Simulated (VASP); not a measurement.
Input:

```yaml
crystal:
  lattice:
    - [1.93466, -5.11241, 0.00000]
    - [1.93466, 5.11241, 0.00000]
    - [0.00000, 0.00000, 3.81268]
  atoms:
    - { symbol: P, position: [0.56400, 0.43600, 0.25000] }
    - { symbol: P, position: [0.43600, 0.56400, 0.75000] }
    - { symbol: Ir, position: [0.85475, 0.14525, 0.25000] }
    - { symbol: Ir, position: [0.14525, 0.85475, 0.75000] }
```

All values below come from PBE GGA, VASP's PBE PAW potentials (set 64) (plane waves; VASP). Run with 300 eV cut-off, 6×6×6 Γ-centred mesh, Fermi-Dirac smearing of 0.10 eV, potentials P Ir.

Question: Give the energies of bands 4 to 17 at the high-symmetry points, in eV from the Fermi level.

Answer: 
| band | Γ | Y | C0 | Z | A0 | T | S | R |
|---|---|---|---|---|---|---|---|---|
| 4 | -4.61 | -4.22 | -5.36 | -5.06 | -5.48 | -5.92 | -5.35 | -5.29 |
| 5 | -4.39 | -3.90 | -3.95 | -3.89 | -4.46 | -3.46 | -4.36 | -4.64 |
| 6 | -3.59 | -3.66 | -3.43 | -3.89 | -4.46 | -3.46 | -3.42 | -4.64 |
| 7 | -2.11 | -2.94 | -2.42 | -2.80 | -2.18 | -2.42 | -2.59 | -2.16 |
| 8 | -1.68 | -1.79 | -2.39 | -2.80 | -2.18 | -2.42 | -2.56 | -2.16 |
| 9 | -1.48 | -1.15 | -2.01 | -0.90 | -0.98 | -1.84 | -1.63 | -0.83 |
| 10 | -1.48 | -1.05 | -1.58 | -0.90 | -0.98 | -1.84 | -1.47 | -0.83 |
| 11 | -1.24 | -0.89 | -1.55 | -0.66 | -0.54 | -1.18 | -1.10 | -0.50 |
| 12 | -0.93 | -0.88 | -0.94 | -0.66 | -0.54 | -1.18 | -0.80 | -0.50 |
| 13 | -0.62 | -0.73 | -0.66 | -0.32 | -0.15 | -0.53 | -0.69 | -0.04 |
| 14 | -0.52 | -0.64 | -0.54 | -0.32 | -0.15 | -0.53 | -0.45 | -0.04 |
| 15 | 0.14 | -0.19 | -0.12 | 0.25 | 0.44 | 2.42 | 0.16 | 0.57 |
| 16 | 0.99 | 0.95 | 0.67 | 0.25 | 0.44 | 2.42 | 0.28 | 0.57 |
| 17 | 1.37 | 1.32 | 2.00 | 2.04 | 1.71 | 3.08 | 1.47 | 1.03 |

It has no gap at this level: it comes out as a metal or semimetal.

The structure was generated: PIr was put into an ordered model structure, which need not be its known phase. The cell was not relaxed at this level.
